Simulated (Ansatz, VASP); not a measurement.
# Pt2SeS in two plane-wave programs, part 2 of 2

Wanted: the spread between two codes on one cell, functional and k mesh. The cell is generated by rule, not measured, and may not be a known phase. The cell is taken from a series of runs on this material, whose earlier steps may have relaxed, scaled, displaced or heated it; both programs get it as it stands.

VASP 6.6.1 and Ansatz 0.2.0.

So far: The structure; VASP: zone-centre phonons, PBE with D3(BJ).

The structure was built from a prototype and need not be the compound's stable phase.

## (3) Ansatz: zone-centre phonons, PBE with D3(BJ)

Level of this step: Ansatz beside VASP: Kohn-Sham DFT, plane waves, PBE with D3(BJ) (Ansatz).

Ansatz runs on its default PAW (the set named soft_2) files.

The same cell, functional and mesh now go to Ansatz, which takes its cutoff from its data sets.

File input.yaml:

```yaml
crystal:
  lattice:
    - [3.5613113721, 0.0, 0.0]
    - [0.0, 3.5613113721, 0.0]
    - [0.0, 0.0, 6.2860481739]
  atoms:
    - { symbol: Pt, position: [0.0, 0.5, 0.010614018] }
    - { symbol: Pt, position: [0.5, 0.0, 0.489385982] }
    - { symbol: S, position: [0.0, 0.0, 0.25] }
    - { symbol: Se, position: [0.0, 0.0, 0.75] }
kpoints:
  mp_grid: { grid: [8, 8, 6] }
hamiltonian:
  xc: pbe
  dispersion: d3bj
scf:
  occupations: { method: fixed }
output:
  eigenvalues: true
phonons:
  method: dfpt
```

Started as:

```bash
> ansatz run input.yaml --threads 8 --pin off --max-ram 14336MiB --backend cpu --events-out ev --progress --plain --runs-dir out
```

Numbers of over 12 decimals in the logs are rounded to 6 here.

What it wrote:

```text
zone centre: on kpoints.mp_grid the ground state, and the responses unless they are solved on pairs of k-points, stand on 100 of the mesh's 384 k-points, reduced under 4 symmetry operations, with k and −k counted as one. Each operation leaves every solved displacement unchanged or reverses it
Engine: ansatz 0.2.0, aarch64-unknown-linux-gnu
Pseudopotentials: kind: paw
Pseudopotential: Pt, paw, valence charge 18, recommended cutoff 420 eV (normal), Pt.paw.azcp
Pseudopotential: S, paw, valence charge 6, recommended cutoff 420 eV (normal), S.paw.azcp
Pseudopotential: Se, paw, valence charge 16, recommended cutoff 420 eV (normal), Se.paw.azcp
Functional definition: PBE
  parameter kappa = 0.804
  parameter beta = 0.066725
  exchange = pbe_x(kappa = kappa, mu = beta*pi^2/3)
  correlation = pbe_c(beta = beta)
Crystal: 4 atoms, lattice volume = 79.726 Å³
Basis set: ecut = 420 eV, 1545 PW (Γ), exchange–correlation on 48×48×96 points (8 copies of the dense FFT grid, shifted against one another)
Bands: 35, of which v1, the nominal top of the filled ones, is band 29 counted from 1 (28 counted from 0)
Symmetry: 8 space group operations
k-points: 100 of 384 (irreducible under 4 space group operations, time reversal used)
Non-local potential: Pt, projectors of the file, l = 0: 3, l = 1: 2, l = 2: 2, l = 3: 1
Non-local potential: S, projectors of the file, l = 0: 2, l = 1: 2, l = 2: 2
Non-local potential: Se, projectors of the file, l = 0: 2, l = 1: 2, l = 2: 3, l = 3: 1
PAW form: soft (Blöchl's): semilocal exchange-correlation on the pseudo side does not see the compensation charge
PAW one-centre angular grid: Pt, 590 points (default); XC on 64 Gauss nodes
PAW one-centre angular grid: S, 110 points (default); XC on 64 Gauss nodes
PAW one-centre angular grid: Se, 590 points (default); XC on 64 Gauss nodes
Initial density: superposition of atomic densities (neutral atoms: chi_scale 0, normalization atom), corrected by the library's trained network
Initial wavefunctions: pseudopotential atomic-orbital guess
Functional: x = pbe(κ = 0.804, μ = 0.219515), c = pbe(β = 0.066725)
SCF iter   1: F=—  HF=-31420.444777 eV  |F-HF|=—  |Δ(HF+E_count)|=         —  Δρ=3.52e-3  dr2=1.19e-2  ethr=1.77e-3  ⟨swp⟩=4.9  Hψ=12099  notcnv=0  defer=388
preconditioner: auto → Resta (q_TF=auto, 2.587 Å⁻¹)  ε∞=7.6  [insulator: Δε(μ)=0.243 eV  Ē_g=9.191 eV  n_scr=20 (ndim 8)  ℏωp=23.5 eV  f_vac=0.036  ε∞_Penn≈7.6]
SCF iter   2: F=—  HF=-31420.444818 eV  |F-HF|=—  |Δ(HF+E_count)|=   4.07e-5  Δρ=1.59e-3  dr2=1.72e-3  ethr=2.04e-5  ⟨swp⟩=2.1  Hψ=6082  notcnv=0  defer=399
SCF iter   3: F=—  HF=-31420.445167 eV  |F-HF|=—  |Δ(HF+E_count)|=   3.49e-4  Δρ=6.32e-4  dr2=3.07e-4  ethr=2.96e-6  ⟨swp⟩=2.5  Hψ=5161  notcnv=0  defer=399
SCF iter   4: F=—  HF=-31420.445299 eV  |F-HF|=—  |Δ(HF+E_count)|=   1.32e-4  Δρ=1.78e-4  dr2=3.86e-5  ethr=5.30e-7  ⟨swp⟩=2.0  Hψ=5269  notcnv=0  defer=354
SCF iter   5: F=—  HF=-31420.445320 eV  |F-HF|=—  |Δ(HF+E_count)|=   2.04e-5  Δρ=7.59e-5  dr2=5.77e-6  ethr=6.65e-8  ⟨swp⟩=2.0  Hψ=5440  notcnv=0  defer=160
SCF iter   6: F=—  HF=-31420.445327 eV  |F-HF|=—  |Δ(HF+E_count)|=   7.15e-6  Δρ=2.85e-5  dr2=8.01e-7  ethr=9.94e-9  ⟨swp⟩=2.0  Hψ=5428  notcnv=0  defer=160
SCF iter   7: F=—  HF=-31420.445325 eV  |F-HF|=—  |Δ(HF+E_count)|=   2.16e-6  Δρ=8.27e-6  dr2=6.46e-8  ethr=1.38e-9  ⟨swp⟩=2.0  Hψ=5358  notcnv=0  defer=160
SCF iter   8: F=—  HF=-31420.445325 eV  |F-HF|=—  |Δ(HF+E_count)|=   4.66e-8  Δρ=2.04e-6  dr2=4.50e-9  ethr=1.11e-10  ⟨swp⟩=2.0  Hψ=4862  notcnv=0  defer=160
SCF iter   9: F=—  HF=-31420.445325 eV  |F-HF|=—  |Δ(HF+E_count)|=   3.98e-9  Δρ=6.12e-7  dr2=4.36e-10  ethr=7.77e-12  ⟨swp⟩=2.0  Hψ=4790  notcnv=0  defer=160
SCF iter  10: F=-31420.445325 eV  HF=-31420.445325 eV  |F-HF|=0.00e0  |Δ(HF+E_count)|=  3.27e-10  Δρ=1.40e-7  dr2=1.92e-11  ethr=1.00e-12  ⟨swp⟩=11.2  Hψ=20143  notcnv=0
SCF 1 converged in 10 iterations: F = -31420.445325 eV  dr2 = 1.92e-11
  greatest PAW one-centre occupation: 1.000 electrons in one spin orbital (limit 2), on the Pt atom at site 1 (counted from 0), in its partial waves of l = 0
DFPT response loops at Γ: preconditioner auto → Resta (q_TF=auto, 2.587 Å⁻¹)  ε∞=16.1 (no band partly filled); β = 1.00, the filter's whole step (`scf.mixing.beta` (0.50) is not read by the response loops at its default; to damp them type it under 1.00, their step now; it binds the ground state too); Broyden in place of MSR1
SCF converged after 10 iterations
Free energy (F): -31420.445325 eV
Harris-Foulkes:  -31420.445325 eV  (|F-HF|=0.00e0)
Internal energy: -31420.445325 eV  (E = F + TS)
E sigma→0 (E₀):  -31420.445325 eV
Fermi energy:    12.304100 eV
--- Per-component energies (eV) ---
  E_band       = -932.327681
  E_kinetic    = 1506.076985
  E_local      = -7199.991666  (includes V_loc(G=0)·N_el)
  E_nonlocal   = -166.291014
  E_hartree    = 3043.875361
  E_xc         = -725.829830
  E_vxc        = -792.605536  (∫ρ·V_xc dr)
  E_paw        = -21421.950360  (= ΣΔE_a)
  E_vpaw       = -367.266762  (= ΣTr[D̂ρ^β])
  E_aug_tail   = -0.000228  (compensation charges beyond the density's cutoff)
  E_ewald      = -6454.441445
  E_disp       = -1.893128  (pairwise vdW)
  E_smearing   = -0.000000  (= −TS)
  E_closure    = 0.000000  (closes the sum)
  Σ components = -31420.445325   (vs F -31420.445325, Δ=0.00e0)
--- Band table (eV; the first three rows and the last of 100) ---
  k-point 0: bands = [... 25 lower, 10.3582, 10.3675, 10.6075, 11.3469, 15.6619, 15.8663, 15.8663, 17.6171, ... 2 higher]
  k-point 1: bands = [... 25 lower, 10.5927, 10.9164, 10.9164, 11.0778, 15.4200, 15.4200, 16.1255, 17.7461, ... 2 higher]
  k-point 2: bands = [... 25 lower, 10.5552, 10.6637, 11.7039, 11.7039, 14.5459, 14.5459, 17.0636, 18.0066, ... 2 higher]
  k-point 99: bands = [... 25 lower, 11.3738, 11.3738, 12.1223, 12.1223, 13.5120, 14.4385, 15.5426, 15.7946, ... 2 higher]
--- Phonons (Γ-DFPT): 7 representative perturbations + reference, on 100 of 384 k-points (Σ response iterations 24) ---
  k mesh reduced under 4 symmetry operations, with k and −k counted as one. Each operation leaves every solved displacement unchanged or reverses it
  ASR residual: 1.384e-4 → 0.000e0 eV/Å²; symmetrization residual: 5.800e-6 eV/Å²
  pairwise dispersion correction: d3bj (s6 = 1.0, s8 = 0.7875, a1 = 0.4289, a2_bohr = 4.4407), with the weights of each atom's references fixed at the reference crystal's, and the forces and stress that the weights' published response gives there kept as a pressure on the atom's counted neighbours (hamiltonian.dispersion)
  ASR residual per site (eV/Å²): 1.16e-4 1.16e-4 1.38e-4 2.01e-5
  Γ frequencies (cm⁻¹): 0.00 0.00 0.00 96.32 96.32 162.17 227.14 227.14 284.66 358.80 358.80 426.86
  non-analytic LO–TO correction: not included (Born effective charges unavailable; polar crystals: no LO–TO splitting at Γ)
```

## (4) Comparison

Known differences besides the potentials themselves: fixed occupations in Ansatz, narrow Gaussian smearing in VASP; the data sets hold 58 valence electrons in Ansatz (on its default PAW (the set named soft_2) files) and 32 in VASP; the cutoff is 420 eV in Ansatz and 500 eV in VASP; Ansatz takes the dispersion share of the force constants at frozen C6 weights, VASP differentiates the full forces; VASP uses finite displacements, Ansatz perturbation theory. Total energies have different zeros and are not compared.

Compared:

| quantity | Ansatz | VASP | difference |
| --- | --- | --- | --- |
| optical mode 1 to 2 (cm⁻¹) | 96.3 | 96.0 | +0.36 % |
| optical mode 3 (cm⁻¹) | 162.2 | 162.7 | -0.30 % |
| optical mode 4 to 5 (cm⁻¹) | 227.1 | 227.2 | -0.03 % |
| optical mode 6 (cm⁻¹) | 284.7 | 284.7 | -0.02 % |
| optical mode 7 to 8 (cm⁻¹) | 358.8 | 358.3 | +0.15 % |
| optical mode 9 (cm⁻¹) | 426.9 | 424.0 | +0.67 % |

Modes are paired by rising frequency, not by their patterns, so a pair may set unlike modes beside each other; they are those without the splitting of longitudinal modes.

## (5) Results

| Item | Value |
| --- | --- |
| r.m.s. difference of the optical zone-centre modes, each program's sorted by frequency (zone-centre phonons, PBE with D3(BJ)) | 1.0 cm⁻¹ |
| difference in optical mode 9 (zone-centre phonons, PBE with D3(BJ)) | +0.7 % |

What this shows: The r.m.s. difference of the optical zone-centre modes, each program's sorted by frequency is 1.0 cm⁻¹ (zone-centre phonons, PBE with D3(BJ)). The data sets hold unlike numbers of valence electrons (58 in Ansatz and 32 in VASP), so part of the differences comes from the potentials. Among the rows given in per cent, the largest difference of the zone-centre phonons, PBE with D3(BJ) pair is in optical mode 9, +0.7 %. How closely two codes agree says nothing of how well the functional describes the real material.

[Lines on the potential files, build, host, timing and source positions are cut from VASP's logs without a mark.]

[Logs are printed without paths, hosts, clocks, repeated set-up lines and the standing remarks that a program may print on its own settings, such as how far it seeks lower states.]

[Hosts, paths, dates, database ids (printed as entryN), source tags and the programs' standing remarks are cut or masked in the printed files.]
